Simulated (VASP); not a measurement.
## SnTe: transverse stress against strain

SnTe (rock salt, Fm-3m, 30.293 Å³/atom and stress up to 0.10 GPa in the relaxed cell, cube axes along x, y and z) under an equal strain ε along x and y, with z held. LDA in VASP (plane waves, PAW), 480 eV, 8×8×8 Γ-centred mesh, Gaussian smearing 0.05 eV; ions are relaxed, or left where forces stay under 0.02 eV/Å, within the symmetry of each cell. Stress is positive for a compressed cell.

Here s stands for strain and y for stress zz.

```
strain (%)  stress zz (GPa)
----------  ---------------
-1.50                  0.32
-1.00                  0.24
-0.50                  0.17
0.00                   0.10
0.50                   0.04
1.00                  -0.02
1.50                  -0.07
3.00                      ?
```

Taking a straight line for y over the 7 complete rows: Means: s 0, y 0.111. About the means, the sum of products is -0.91000 and the sum of squares of s is 7.0000; the slope is their ratio. Least squares gives y = 0.111 - 0.1300·s. Residuals (row less fit): 0.014, -0.001, -0.006, -0.011, -0.006, -0.001, 0.014; standard error 0.011 (degrees of freedom: 5). The slope gives the elastic constant 2C12 = 13.0 ± 0.4 GPa (± standard error of the fit, which holds the terms cut off).

Question: What does the fit predict for y at s = 3.00, and how far is the calculated value from it?

Answer: y = 0.111 - 0.1300 × 3.0 = -0.279 GPa. The calculation gives -0.20 GPa, 0.079 GPa above the prediction (15.2 % of the range of y in the table). The row lies outside the fitted rows, so this is an extrapolation. From the scatter of the fitted rows alone, a prediction at this place has a standard error of 0.017 GPa, so the miss is 4.6 times that.

A polynomial of degree 2 through the 12 other runs of the series gives -0.21 there, so most of the miss is curvature that the fit leaves out. Spin-orbit coupling is left out, which can shift these values for the heavy elements here. SnTe stands in this structure, which distorts at low temperature. Rows are the converged runs of the series near zero and its far end; series whose fitted rows scatter by over a few per cent of the range, as at a crossing or softening among them, aren't shown in this form, nor equations of state whose B0' disagrees with the runs' pressures. Most that stay on the fit to the last digits aren't either.
